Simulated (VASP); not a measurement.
A VASP calculation is set up with these files.

**KPOINTS**
```
Automatic mesh
0
G
  14 14 14
```

### POSCAR
```
W
1
   -1.5993586102     1.5993586102     1.5993586102
    1.5993586102    -1.5993586102     1.5993586102
    1.5993586102     1.5993586102    -1.5993586102
W
1
Direct
  0.0000000000   0.0000000000   0.0000000000
```

**INCAR**
```
SYSTEM = W
PREC = Accurate
ENCUT = 520
EDIFF = 1E-6
NELM = 100
ALGO = Normal
LREAL = .FALSE.
LASPH = .TRUE.
ISMEAR = 1
SIGMA = 0.1
GGA = RP
LMAXMIX = 6
LWAVE = .FALSE.
LCHARG = .FALSE.
IBRION = 2
ISIF = 3
NSW = 60
EDIFFG = -0.01
```

POTCAR, in this order: W_sv (PBE.64 set). Program: vasp_std.

Task: Translate this RPBE calculation to Ansatz.

Result: One equivalent input (not run):
Ansatz 0.2 input:
```yaml
crystal:
  lattice:
    - [-1.5993586, 1.5993586, 1.5993586]
    - [1.5993586, -1.5993586, 1.5993586]
    - [1.5993586, 1.5993586, -1.5993586]
  atoms:
    - { symbol: W, position: [0.0000000, 0.0000000, 0.0000000] }
kpoints:
  mp_grid: { grid: [14, 14, 14] }
hamiltonian:
  xc: rpbe
  pseudopotentials: { kind: paw }
scf:
  occupations: { method: methfessel_paxton, width: 0.1 }
  max_iter: 100
relax:
  max_steps: 60
  f_tol: 0.01
  cell: {}
output: { forces: true, stress: true, eigenvalues: true }
```
What does not carry over: each code has its own PAW files, so the cut-off isn't converted (ENCUT is set for VASP's; basis.ecutwfc is left out, and Ansatz then takes the one that its files recommend); Ansatz stops its SCF on the density residual and VASP on the energy change (EDIFF).

The compound is W in the bcc structure. This run relaxes it. Symmetry was kept, so distortions that lower it aren't found. The start is the result of an earlier pass.
